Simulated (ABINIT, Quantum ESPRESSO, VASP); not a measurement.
Code comparison for AgNO3 (R3m, 5 atoms in the cell)

Self-consistent single point.

```yaml
crystal:
  lattice:
    - [2.52771, 1.45938, 2.80851]
    - [-2.52771, 1.45938, 2.80851]
    - [0.00000, -2.91875, 2.80851]
  atoms:
    - { symbol: Ag, position: [0.99804, 0.99804, 0.99804] }
    - { symbol: N, position: [0.57411, 0.57411, 0.57411] }
    - { symbol: O, position: [0.43487, 0.43488, 0.85948] }
    - { symbol: O, position: [0.85948, 0.43488, 0.43488] }
    - { symbol: O, position: [0.43487, 0.85948, 0.43488] }
```

All programs got the same cell, k-point mesh and kind of occupations (in VASP's words: KPOINTS grid = 6 6 6; KPOINTS shift = 0 0 0; ISMEAR = -1; SIGMA = 0.01 eV); potentials, basis and cutoffs are each program's usual ones.

```json
[
 {"code": "VASP", "model": "PBEsol, VASP's PBE PAW potentials (set 64)", "pressure (GPa)": "-1.11", "largest force (eV/Å)": "2.010", "gap on the mesh (eV)": "1.592", "cutoff": "400 eV"},
 {"code": "Quantum ESPRESSO", "model": "PBEsol, GBRV 1.5 ultrasoft (PBESOL) pseudopotentials", "pressure (GPa)": "3.35", "largest force (eV/Å)": "1.545", "gap on the mesh (eV)": "1.613", "cutoff": "40 Ry"},
 {"code": "ABINIT", "model": "PBEsol, norm-conserving pseudopotentials (PseudoDojo nc-sr-04 PBEsol standard)", "pressure (GPa)": "3.44", "largest force (eV/Å)": "1.433", "gap on the mesh (eV)": "1.594", "cutoff": "1143 eV"}
]
```

Size of the force on each atom (eV/Å): Sizes of forces hide their directions.

```json
[
 {"code": "VASP", "Ag1": "0.012", "N2": "0.065", "O3": "2.010", "O4": "2.010", "O5": "2.010"},
 {"code": "Quantum ESPRESSO", "Ag1": "0.005", "N2": "0.040", "O3": "1.545", "O4": "1.545", "O5": "1.545"},
 {"code": "ABINIT", "Ag1": "0.003", "N2": "0.045", "O3": "1.433", "O4": "1.433", "O5": "1.433"}
]
```

Gaps are read on the mesh.

The spread over the programs that give each value: pressure within 4.55 GPa; largest force within 0.577 eV/Å; gap on the mesh within 0.021 eV.

The starting cell comes from a database of computed structures (which also holds hypothetical and non-ambient phases and stackings), without a prior relaxation at this level. Its lattice was rescaled by a random factor within 2.5 % of one. On VASP's run: In the base run, forces exceed 1 eV/Å.

Why do the programs differ, and what cannot be compared?

Differences of this kind can come from the potentials, where these differ, and from what each basis and cutoff leave unconverged. The valence holds different numbers of electrons (VASP 34, Quantum ESPRESSO 42, ABINIT 42). The zero of total energies and Fermi levels follows the potentials and each program's conventions, so they are not compared here. In the pressure, VASP (by 4.46) lies more than 1 GPa from the median of the plane-wave programs.

VASP's run is marked for a possible Pulay error in its stress at this cutoff; no cutoff test was made.

Left out of this page: Ansatz, GPAW, CP2K, FLEUR and SIESTA (not drawn, or without a comparable value).
